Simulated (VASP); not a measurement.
# Mo: band structure with PBEsol

Crystal: Mo.

```
Mo
1.0
    -1.56533    1.56533    1.56533
     1.56533   -1.56533    1.56533
     1.56533    1.56533   -1.56533
Mo
1
Direct
  0.00000 0.00000 0.00000
```

```yaml
Program: VASP 6.6.1
Task: band structure
Functional: PBEsol
Potentials_or_basis: VASP PAW PBE potentials, release 64 (Mo_sv)
Cutoff: 520 eV
k_mesh: 16 × 16 × 16
Occupations: methfessel-paxton, width 0.1 eV
Spin: no spin polarisation
Further_INCAR_settings: ALGO = Fast; EDIFF = 1e-06; NBANDS = 13
```

```yaml
Pressure: 0.1 GPa
Band_gap_along_the_path: none (metal or under the smearing width)
```

Levels at the corners of the path, in eV from the Fermi level:
| point | band 4 | band 5 | band 6 | band 7 | band 8 | band 9 | band 10 | band 11 |
| --- | --- | --- | --- | --- | --- | --- | --- | --- |
| Γ | -34.44 | -7.36 | -1.41 | -1.41 | -1.41 | 1.67 | 1.67 | 14.82 |
| H | -35.47 | -5.62 | -5.62 | 4.11 | 4.11 | 4.11 | 9.16 | 9.16 |
| H | -35.47 | -5.62 | -5.62 | 4.11 | 4.11 | 4.11 | 9.16 | 9.16 |
| N | -34.46 | -5.48 | -3.51 | 1.67 | 1.72 | 2.37 | 4.91 | 11.92 |
| N | -34.46 | -5.48 | -3.51 | 1.67 | 1.72 | 2.37 | 4.91 | 11.92 |
| Γ | -34.44 | -7.36 | -1.41 | -1.41 | -1.41 | 1.67 | 1.67 | 14.82 |
| Γ | -34.44 | -7.36 | -1.41 | -1.41 | -1.41 | 1.67 | 1.67 | 14.82 |
| P | -35.20 | -2.68 | -2.68 | -2.68 | 2.50 | 2.50 | 9.71 | 11.76 |
| P | -35.20 | -2.68 | -2.68 | -2.68 | 2.50 | 2.50 | 9.71 | 11.76 |
| H | -35.47 | -5.62 | -5.62 | 4.11 | 4.11 | 4.11 | 9.16 | 9.16 |
| P | -35.20 | -2.68 | -2.68 | -2.68 | 2.50 | 2.50 | 9.71 | 11.76 |
| N | -34.46 | -5.48 | -3.51 | 1.67 | 1.72 | 2.37 | 4.91 | 11.92 |

Core levels (eV, on the scale of the bands):
```tsv
atom	levels
1 Mo	1s -19803.2, 2s -2783.4, 2p -2486.4, 3s -460.6, 3p -363.3, 3d -205.1
```

Wall time 16 s on 1 thread of Intel(R) Xeon(R) 6975P-C (Granite Rapids), with other jobs on the host, peak memory 0.16 GiB.

Caveat: the PAW data sets were made with another functional, which shifts forces and pressure a little.
